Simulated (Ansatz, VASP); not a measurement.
# Ni3Hg: VASP beside Ansatz

INCAR

```
PREC = Accurate ; ENCUT = 520
EDIFF = 1E-7 ; ISMEAR = -1
SIGMA = 0.05 ; LREAL = F
LASPH = T ; NELM = 120
ALGO = Normal ; ISIF = 2
LWAVE = F ; LCHARG = F
ISPIN = 2 ; MAGMOM = 0 1 1 1
LORBIT = 11 ; LMAXMIX = 4
GGA = PE ; NBANDS = 33
```

Contents of KPOINTS:

```
Automatic mesh
0
Gamma
  7 7 7
```

Contents of POSCAR:

```
Ni3Hg
1.0
    3.6942978902      0.0000000000      0.0000000000
    0.0000000000      3.6942978902      0.0000000000
    0.0000000000      0.0000000000      3.6942978902
Hg Ni
1 3
Direct
    0.0000000000      0.0000000000      0.0000000000
    0.5000000000      0.5000000000      0.0000000000
    0.5000000000      0.0000000000      0.5000000000
    0.0000000000      0.5000000000      0.5000000000
```

input.yaml

```yaml
crystal:
  lattice:
    - [3.6942978902, 0.0, 0.0]
    - [0.0, 3.6942978902, 0.0]
    - [0.0, 0.0, 3.6942978902]
  atoms:
    - { symbol: Hg, position: [0.0, 0.0, 0.0] }
    - { symbol: Ni, position: [0.5, 0.5, 0.0], spin: 1.0 }
    - { symbol: Ni, position: [0.5, 0.0, 0.5], spin: 1.0 }
    - { symbol: Ni, position: [0.0, 0.5, 0.5], spin: 1.0 }
hamiltonian:
  xc: pbe
  pseudopotentials: { kind: paw }
magnetization:
  spin_polarized: true
kpoints:
  mp_grid: { grid: [7, 7, 7] }
scf:
  occupations: { method: fermi_dirac, width: 0.05 }
output:
  forces: true
  stress: true
  eigenvalues: true
  write_density: true
  write_potential: true
  elf: true
  volumetric_format: npy
```

Change from the starting cell: volume scaled by 0.96.

Alike in both runs: task single point; functional PBE; k mesh 7 × 7 × 7; occupations fermi-dirac, width 0.05 eV; collinear spin, ferromagnetic start.

|  | VASP | Ansatz |
| --- | --- | --- |
| version | VASP 6.6.1 | Ansatz 0.2.0 |
| potentials or method | VASP PAW PBE potentials, release 64 (Hg, Ni) | Ansatz PAW |
| plane-wave cutoff (eV) | 520 | 420 |
| valence electrons in the cell | 42 | 74 |

```tsv
	VASP	Ansatz	Ansatz less VASP
gap on the k mesh at the Fermi level (eV)	none	none	-
pressure (GPa)	9.4	8.2	-1.14
net moment per atom (μB)	0.27	0.27	+0.005
size of the moment on the site where the two differ most (μB)	0.37	0.38	+0.014
```

Site moments also hang on the region over which each program counts them. A gap of «none» marks a metal or a gap that the smearing closes. The two sets of potentials don't hold the same shells in valence.

Spin-orbit coupling is left out, which matters for the levels of Hg.
